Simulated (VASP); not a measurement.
InAs:

```
In As
1.0
     0.00000    3.01800    3.01800
     3.01800    0.00000    3.01800
     3.01800    3.01800    0.00000
In As
1 1
Direct
  0.00000 0.00000 0.00000
  0.25000 0.25000 0.25000
```

- Program: VASP 6.6.1
- Task: relaxation of cell and atoms
- Functional: PBEsol
- Potentials or basis: VASP PAW PBE potentials, release 64 (In_d, As)
- Cutoff: 600 eV
- k mesh: 10 × 10 × 10
- Occupations: gaussian, width 0.03 eV
- Spin: no spin polarisation

At the start: pressure 1.6 GPa; volume 27.49 Å³/atom.

How do energy, volume and symmetry change on relaxing?

Over 3 steps the energy falls by 3.7 meV/atom and the volume is 28.25 Å³/atom (+2.8 %); space group F-43m (No. 216, to 0.05 Å).

Step by step:
```tsv
step	energy change (eV)	largest force (eV/Å)	pressure (GPa)	volume (Å³)
1	0.0000	0.0000	1.62	54.98
2	-0.0059	0.0000	-0.70	57.21
3	-0.0075	0.0000	0.01	56.49
```

Final structure:
```xyz
2
Lattice="0.0000 3.0455 3.0455 3.0455 0.0000 3.0455 3.0455 3.0455 0.0000" Properties=species:S:1:pos:R:3 pbc="T T T"
In    0.0000    0.0000    0.0000
As    1.5227    1.5227    1.5227
```

Caveat: the PAW data sets were made with another functional, which shifts forces and pressure a little.
